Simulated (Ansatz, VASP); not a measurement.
# Si3N4 (Si3N4 (P6_3/m)) in two plane-wave programs, part 2 of 2

One calculation is typed for both programs; each brings its own data sets. How far apart do they land? Of the first pair: The structure shown is the start of the Ansatz relaxation below; VASP solves that cell, so the two are compared at the walk's first step.

VASP 6.6.1 and Ansatz 0.2.0.

So far: The starting structure; Ansatz: relaxation, PBEsol.

## Step 3: VASP: single point, PBEsol, start cell, pair 1

Level of this step: PBEsol; plane waves and PAW (Si, N) (VASP).

The same cell, functional, mesh and smearing now go to VASP, with its own data sets.

Lines of VASP's logs that name or quote its potential files are left out, and so is its time.

Input file INCAR:

```
SYSTEM = Si3N4
PREC = Accurate
ENCUT = 520
EDIFF = 1E-06
NELM = 120
ISMEAR = -1
SIGMA = 0.01
LREAL = Auto
ALGO = Normal
GGA = PS
NBANDS = 627
LORBIT = 11
LWAVE = .FALSE.
LCHARG = .FALSE.
ISIF = 2
LASPH = .TRUE.
GGA_COMPAT = .FALSE.
EFERMI = MIDGAP
```

Input file POSCAR:

```
Si3N4
1.0
   11.4366837151      6.6029724215      0.0000000000
  -11.4366837151      6.6029724215      0.0000000000
    0.0000000000      0.0000000000     14.5512817439
Si N
90 120
Direct
    0.0203917587      0.8028738333      0.1516017653
    0.3518875758      0.4762243185      0.1474784172
    0.6902918308      0.1403946616      0.1478907520
    0.2140294230      0.0173815087      0.0532599130
    0.5430849130      0.6872700668      0.0478308380
    0.8812714142      0.3493864595      0.0505797368
    0.1387358964      0.4488782496      0.0510607940
    0.4751662947      0.1247150538      0.0523665209
    0.8041408498      0.7849919422      0.0463876662
    0.1950466787      0.2173433520      0.1477533071
    0.5225653368      0.8752899640      0.1486466992
    0.8653098743      0.5496589312      0.1502273159
    0.1237727739      0.6516355836      0.1480969194
    0.4515895296      0.3151863520      0.1530449372
    0.7834712834      0.9767965563      0.1474784172
    0.3150349611      0.8606476715      0.0459753314
    0.6426439954      0.5265264186      0.0510607940
    0.9793994852      0.1899223758      0.0470061684
    0.0178591975      0.8048006068      0.3537832674
    0.3524496446      0.4768738252      0.3522026506
    0.6856210201      0.1415821925      0.3462925183
    0.2173792480      0.0193323267      0.2505621198
    0.5434401014      0.6879750069      0.2518678467
    0.8760376936      0.3521970289      0.2471947189
    0.1405001241      0.4525661118      0.2538607983
    0.4759580571      0.1187740952      0.2522801815
    0.8037956937      0.7886689311      0.2522801815
    0.1942394473      0.2178476896      0.3496599193
    0.5220453048      0.8791418287      0.3496599193
    0.8590131116      0.5435370444      0.3535083775
[... 174 atom lines left out ...]
    0.1172300118      0.2080780256      0.8465233659
    0.4561414930      0.8791662195      0.8533268903
    0.7850261119      0.5464954270      0.8518837184
    0.2426495993      0.7870381786      0.9459647777
    0.5718567864      0.4487441748      0.9505004606
    0.9113523334      0.1163666342      0.9500881258
```

Input file KPOINTS:

```
Automatic mesh
0
Gamma
1 1 1
0 0 0
```

Potentials, in the order of the species: Si and N (PBE family, release 64).

Run with:

```
export OMP_NUM_THREADS=3
mpirun -np 1 vasp_gam
```

Numbers of over 12 decimals in the logs are rounded to 6 here.

The program printed:

```text
[banner, memory and clock lines left out]
running    1 mpi-ranks, on    1 nodes
[...]
Offloading initialized ...    1 GPUs detected
[...]
|                                                                             |
|               ----> ADVICE to this user running VASP <----                  |
|                                                                             |
|     You enforced a specific xc type in the INCAR file but a different       |
|     [... a line on the potential file left out ...]
|     I HOPE YOU KNOW WHAT YOU ARE DOING!                                     |
|                                                                             |

 LDA part: xc-table for (Slater+PW92), standard interpolation
 POSCAR, INCAR and KPOINTS ok, starting setup
[...]
entering main loop
       N       E                     dE             d eps       ncg     rms          rms(c)
DAV:   1     0.837240968510E+04    0.83724E+04   -0.53353E+05  1270   0.151E+03
DAV:   2    -0.965263638876E+03   -0.93377E+04   -0.87880E+04  1785   0.354E+02
DAV:   3    -0.200258680634E+04   -0.10373E+04   -0.10268E+04  1468   0.121E+02
DAV:   4    -0.203462217399E+04   -0.32035E+02   -0.31889E+02  1580   0.226E+01
[...]
DAV:  16    -0.179391710421E+04   -0.50547E-04   -0.59278E-05  1436   0.817E-03    0.643E-03
DAV:  17    -0.179391710612E+04   -0.19116E-05   -0.50698E-06  1388   0.286E-03    0.443E-03
DAV:  18    -0.179391710679E+04   -0.66732E-06   -0.13882E-06  1028   0.166E-03
   1 F= -.17939171E+04 E0= -.17939171E+04  d E =0.000000E+00
```

From OUTCAR (step 3):

```text
  FREE ENERGIE OF THE ION-ELECTRON SYSTEM (eV)
  ---------------------------------------------------
  free  energy   TOTEN  =     -1793.9171067906 eV

  energy  without entropy=    -1793.9171067906  energy(sigma->0) =    -1793.91710679
```

The run ends at a pressure of 1.76 GPa, with forces up to 4.6 eV/Å.

## Step 4: Side by side

Known differences besides the potentials themselves: the cutoff is 420 eV in Ansatz and 520 eV in VASP (PREC = Accurate, projectors in real space); Ansatz makes its cores anew for this functional, VASP keeps those of its PBE data sets. Total energies have different zeros and are not compared.

Forces on 10 of the 210 atoms, those with the largest forces and the largest differences (eV/Å; atoms numbered as in POSCAR):

```csv
atom,"Ansatz x, y, z","VASP x, y, z"
Si52,"-3.262, -1.932, 1.788","-3.288, -1.955, 1.796"
Si65,"-3.895, 0.507, 0.739","-3.906, 0.462, 0.728"
Si74,"-0.680, -2.487, 2.253","-0.663, -2.524, 2.298"
Si86,"0.569, -4.106, 0.976","0.562, -4.119, 0.962"
N117,"-4.041, -1.710, -0.263","-4.059, -1.716, -0.266"
N129,"-3.475, 1.946, 0.407","-3.482, 1.949, 0.422"
N131,"-3.054, 0.744, 2.393","-3.065, 0.746, 2.404"
N138,"-0.060, -1.910, 1.094","-0.057, -1.971, 1.113"
N154,"-2.318, 1.306, 1.897","-2.356, 1.320, 1.940"
N194,"-3.925, -2.377, -0.074","-3.964, -2.394, -0.072"
```

The forces differ by 17 meV/Å r.m.s., which is 1.2 % of the r.m.s. force of 1.377 eV/Å (both taken over all components).

## Step 5: Ansatz: relaxation, PBEsol

This run makes the geometry at which the two programs are then compared.

The structure compared here is the end of the Ansatz relaxation.

This is the run of step 2 again, met here at its other cell.

## Step 6: VASP: single point, PBEsol, relaxed atoms in a fixed cell, pair 2

The same cell, functional, mesh and smearing now go to VASP, with its own data sets.

INCAR is that of step 3.

Input file POSCAR:

```
Si3N4
1.0
   11.4366837151      6.6029724215      0.0000000000
  -11.4366837151      6.6029724215      0.0000000000
    0.0000000000      0.0000000000     14.5512817439
Si N
90 120
Direct
    0.0192400000      0.8064100000      0.1499000000
    0.3525700000      0.4730900000      0.1499100000
    0.6859100000      0.1397500000      0.1499000000
    0.2126800000      0.0193500000      0.0499000000
    0.5460000000      0.6860200000      0.0499100000
    0.8793500000      0.3526900000      0.0499100000
    0.1396300000      0.4535800000      0.0499000000
    0.4729700000      0.1202600000      0.0499000000
    0.8063000000      0.7869200000      0.0499000000
    0.1931900000      0.2128000000      0.1499000000
    0.5265100000      0.8794600000      0.1499000000
    0.8598500000      0.5461300000      0.1499000000
    0.1201400000      0.6470300000      0.1499000000
    0.4534800000      0.3137000000      0.1499100000
    0.7868000000      0.9803600000      0.1499000000
    0.3135800000      0.8599600000      0.0499100000
    0.6469100000      0.5266300000      0.0499000000
    0.9802500000      0.1932900000      0.0499000000
    0.0192400000      0.8064100000      0.3499000000
    0.3525700000      0.4730800000      0.3499100000
    0.6859000000      0.1397500000      0.3499100000
    0.2126800000      0.0193500000      0.2499000000
    0.5460100000      0.6860200000      0.2499100000
    0.8793400000      0.3526900000      0.2499100000
    0.1396300000      0.4535900000      0.2499100000
    0.4729700000      0.1202600000      0.2499100000
    0.8063000000      0.7869200000      0.2499000000
    0.1931800000      0.2128000000      0.3499000000
    0.5265100000      0.8794600000      0.3499100000
    0.8598600000      0.5461300000      0.3499100000
[... 174 atom lines left out ...]
    0.1196300000      0.2099800000      0.8499000000
    0.4529700000      0.8766700000      0.8499100000
    0.7863000000      0.5433200000      0.8499000000
    0.2428500000      0.7864000000      0.9499100000
    0.5761700000      0.4530600000      0.9499000000
    0.9095200000      0.1197200000      0.9499000000
```

KPOINTS is that of step 3.

The program printed:

```text
[banner, memory and clock lines left out]
running    1 mpi-ranks, on    1 nodes
[...]
Offloading initialized ...    1 GPUs detected
[...]
[... a notice as in an earlier step ...]

 LDA part: xc-table for (Slater+PW92), standard interpolation
 POSCAR, INCAR and KPOINTS ok, starting setup
[...]
entering main loop
       N       E                     dE             d eps       ncg     rms          rms(c)
DAV:   1     0.837603605866E+04    0.83760E+04   -0.53321E+05  1270   0.151E+03
DAV:   2    -0.970078808267E+03   -0.93461E+04   -0.87844E+04  1809   0.354E+02
DAV:   3    -0.201016638675E+04   -0.10401E+04   -0.10295E+04  1468   0.121E+02
DAV:   4    -0.204205383631E+04   -0.31887E+02   -0.31753E+02  1556   0.214E+01
[...]
DAV:  15    -0.180570731630E+04   -0.30826E-04   -0.35013E-05  1428   0.618E-03    0.749E-03
DAV:  16    -0.180570731988E+04   -0.35818E-05   -0.37072E-06  1156   0.231E-03    0.295E-03
DAV:  17    -0.180570732058E+04   -0.70068E-06   -0.20204E-06  1020   0.144E-03
   1 F= -.18057073E+04 E0= -.18057073E+04  d E =0.000000E+00
```

Parts of OUTCAR (step 6):

```text
  FREE ENERGIE OF THE ION-ELECTRON SYSTEM (eV)
  ---------------------------------------------------
  free  energy   TOTEN  =     -1805.7073205780 eV

  energy  without entropy=    -1805.7073205780  energy(sigma->0) =    -1805.70732058
```

The run ends at a pressure of 0.23 GPa, with forces up to 0.0095 eV/Å.

## Step 7: Comparison

Compared:

```csv
quantity,Ansatz,VASP,difference
gap on the k mesh (eV),4.195,4.187,+0.009
```

A gap on the mesh is an upper bound, since the band edges may lie between its points.

## Step 8: Results

| Property | Result |
| --- | --- |
| r.m.s. force difference (single point, PBEsol, start cell, pair 1) | 1.2 % of the r.m.s. force |
| difference in gap on the k mesh (single point, PBEsol, relaxed atoms in a fixed cell, pair 2) | 0.0086 eV |

What this shows: The r.m.s. force difference is 1.2 % of the r.m.s. force (single point, PBEsol, start cell, pair 1), within the 3 % picked in this series as the mark of a large difference. Such differences can come from data sets, numerical settings and the points named under the comparisons, not from the functional's error against experiment.

[Lines on the potential files, build, host, timing and source positions are cut from VASP's logs without a mark.]

[Logs are printed without paths, hosts, clocks, repeated set-up lines and the standing remarks that a program may print on its own settings, such as how far it seeks lower states.]

[Hosts, paths, dates, database ids (printed as entryN), source tags and the programs' standing remarks are cut or masked in the printed files.]
